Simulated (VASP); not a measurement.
```yaml
crystal:
  lattice:
    - [2.46116, -5.92687, 0.00000]
    - [2.46116, 5.92687, 0.00000]
    - [0.00000, 0.00000, 4.04445]
  atoms:
    - { symbol: Ba, position: [0.14266, 0.85734, 0.25000] }
    - { symbol: Ba, position: [0.85734, 0.14266, 0.75000] }
    - { symbol: Si, position: [0.44218, 0.55782, 0.25000] }
    - { symbol: Si, position: [0.55782, 0.44218, 0.75000] }
```

Computed with LDA (Ceperley-Alder, Perdew-Zunger), VASP's LDA PAW potentials (set 64) (plane waves; VASP). Numerical set-up: 400 eV cut-off, 8×8×9 Γ-centred mesh, tetrahedra with Blöchl corrections, potentials Ba_sv Si.

The cores are frozen, which limits the accuracy of field gradients.

Q: Give the principal components of the electric field gradient (V/Å²) and the asymmetry η at each nucleus.

A: 
| atom | Vxx | Vyy | Vzz | η |
|---|---|---|---|---|
| Ba1 | 16.1 | 5.3 | -21.4 | 0.51 |
| Ba2 | 16.1 | 5.3 | -21.4 | 0.51 |
| Si3 | -22.8 | -1.0 | 23.8 | 0.91 |
| Si4 | -22.8 | -1.0 | 23.8 | 0.91 |

The structure comes from a computed database's BaSi entry (Cmcm); how it stands against other phases isn't given here. It was relaxed first, which changed the volume by -8 %.
